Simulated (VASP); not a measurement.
All values below come from PBE GGA, VASP's PBE PAW potentials (set 64) (plane waves; VASP 6.6.1).

A VASP calculation is set up with these files.

KPOINTS:
```
Automatic mesh
0
Gamma
12 12 9
0 0 0
```

INCAR:
```
SYSTEM = CuAu
PREC = Accurate
ENCUT = 400
EDIFF = 1E-6
NELM = 100
ALGO = Normal
LREAL = .FALSE.
LASPH = .TRUE.
ISMEAR = 1
SIGMA = 0.1
GGA = PE
LMAXMIX = 6
LWAVE = .FALSE.
LCHARG = .FALSE.
ISIF = 2
```

File POSCAR:
```
CuAu
1
    2.8000000000     0.0000000000     0.0000000000
    0.0000000000     2.8000000000     0.0000000000
    0.0000000000     0.0000000000     3.6700000000
Cu Au
1 1
Direct
  0.0000000000   0.0000000000   0.0000000000
  0.5000000000   0.5000000000   0.5000000000
```

POTCAR, in this order: Cu Au (PBE.64 set). Program: vasp_std.

The resulting files:

OSZICAR:
```
       N       E                     dE             d eps       ncg     rms          rms(c)
DAV:   1     0.115109157653E+03    0.11511E+03   -0.97645E+03  4373   0.172E+03
DAV:   2    -0.443944971693E+01   -0.11955E+03   -0.11379E+03  4375   0.301E+02
DAV:   3    -0.797622848736E+01   -0.35368E+01   -0.34643E+01  5223   0.614E+01
DAV:   4    -0.801626041086E+01   -0.40032E-01   -0.40016E-01  4799   0.561E+00
DAV:   5    -0.801755809736E+01   -0.12977E-02   -0.12977E-02  6332   0.111E+00    0.119E+01
DAV:   6    -0.748543761605E+01    0.53212E+00   -0.81138E+00  4284   0.837E+01    0.557E+00
DAV:   7    -0.710708984011E+01    0.37835E+00   -0.31637E+00  5203   0.897E+01    0.608E+00
DAV:   8    -0.704059483458E+01    0.66495E-01   -0.26873E-01  5649   0.143E+01    0.289E+00
DAV:   9    -0.703358924947E+01    0.70056E-02   -0.23214E-02  6448   0.345E+00    0.209E-01
DAV:  10    -0.703298449883E+01    0.60475E-03   -0.48261E-03  5534   0.915E-01    0.122E-01
DAV:  11    -0.703295915476E+01    0.25344E-04   -0.19356E-04  5940   0.248E-01    0.377E-02
DAV:  12    -0.703295280082E+01    0.63539E-05   -0.19245E-05  6350   0.152E-01    0.273E-03
DAV:  13    -0.703295251822E+01    0.28260E-06   -0.61567E-07  2912   0.811E-03
   1 F= -.70329525E+01 E0= -.70326502E+01  d E =-.906900E-03
```

OUTCAR:
```
------------------------ aborting loop because EDIFF is reached ----------------------------------------
  FORCE on cell =-STRESS in cart. coord.  units (eV):
  Direction    XX          YY          ZZ          XY          YZ          ZX
  --------------------------------------------------------------------------------------
  Total        1.2381387      1.2381387      0.9435021      0.0000000      0.0000000      0.0000000
  in kB       68.9442049     68.9442049     52.5377331      0.0000000      0.0000000      0.0000000
  external PRESSURE =      63.4753810 kB  Pullay stress =       0.0000000 kB
  volume of cell :       28.77
      direct lattice vectors                 reciprocal lattice vectors
     2.800000000  0.000000000  0.000000000     0.357142857  0.000000000  0.000000000
     0.000000000  2.800000000  0.000000000     0.000000000  0.357142857  0.000000000
     0.000000000  0.000000000  3.670000000     0.000000000  0.000000000  0.272479564
 POSITION                                       TOTAL-FORCE (eV/Angst)
 -----------------------------------------------------------------------------------
      0.00000      0.00000      0.00000         0.000000      0.000000      0.000000
      1.40000      1.40000      1.83500         0.000000      0.000000      0.000000
 -----------------------------------------------------------------------------------
    total drift:                                0.000000     -0.000000     -0.000000
  FREE ENERGIE OF THE ION-ELECTRON SYSTEM (eV)
  ---------------------------------------------------
  free  energy   TOTEN  =        -7.0329525182 eV

  energy  without entropy=       -7.0320456181  energy(sigma->0) =       -7.03265022
```
(Selected blocks of OUTCAR.)

The compound is CuAu in the L1_0 structure. The cell was not relaxed at this level.
